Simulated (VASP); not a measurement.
The system is Bi3SbO3.

```xyz
7
Lattice="2.4722 -3.9630 0.0000 2.4722 3.9630 0.0000 0.0000 0.0000 7.5416" Properties=species:S:1:pos:R:3 pbc="T T T"
Sb    2.4722    0.0000    0.0000
Bi    0.0000    0.0000    2.5154
Bi    0.0000    0.0000    5.0262
Bi    0.0000    0.0000    0.0000
O     1.2361    1.9815    0.0000
O     1.2361   -1.9815    0.0000
O     2.4722    0.0000    3.7708
```

The cell was built by a generator and needn't be a form met in nature.

| Quantity | Value |
| --- | --- |
| Program | VASP 6.6.1 |
| Task | relaxation of cell and atoms |
| Functional | PBE |
| Potentials or basis | VASP PAW PBE potentials, release 64 (Sb, Bi_d, O) |
| Cutoff | 520 eV |
| k mesh | 3 × 3 × 2 |
| Occupations | gaussian, width 0.15 eV |
| Spin | no spin polarisation |

At the start: pressure 27.3 GPa; volume 21.11 Å³/atom.

Q: How do energy, volume and symmetry change on relaxing?

A: Over 7 steps the energy falls by 954.3 meV/atom and the volume is 27.75 Å³/atom (+31.4 %); space group Cmmm (No. 65, to 0.05 Å).

The path:
| step | energy change (eV) | largest force (eV/Å) | pressure (GPa) | volume (Å³) |
| --- | --- | --- | --- | --- |
| 1 | 0.0000 | 2.5328 | 27.28 | 147.78 |
| 2 | -5.3682 | 1.1227 | -9.03 | 232.77 |
| 3 | -6.4115 | 0.9231 | -2.41 | 200.55 |
| 4 | -6.6611 | 0.0709 | 1.07 | 190.76 |
| 5 | -6.6611 | 0.0141 | 1.03 | 190.96 |
| 6 | -6.6801 | 0.1011 | -0.13 | 194.26 |
| 7 | -6.6801 | 0.0684 | -0.13 | 194.24 |

Final structure:
```
CELL_PARAMETERS angstrom
2.87519 -3.67815 0.00000
2.87519 3.67815 0.00000
0.00000 0.00000 9.18377
ATOMIC_POSITIONS crystal
Sb 0.50000 0.50000 0.00000
Bi 0.00000 0.00000 0.35072
Bi 0.00000 0.00000 0.64928
Bi 0.00000 0.00000 0.00000
O 0.00000 0.50000 0.00000
O 0.50000 0.00000 0.00000
O 0.50000 0.50000 0.50000
```

Caveat: the k mesh is coarse (spacing up to 0.50 Å⁻¹), so the values aren't converged; the volume moved by over 15 % at a fixed basis, so the end points are rough.
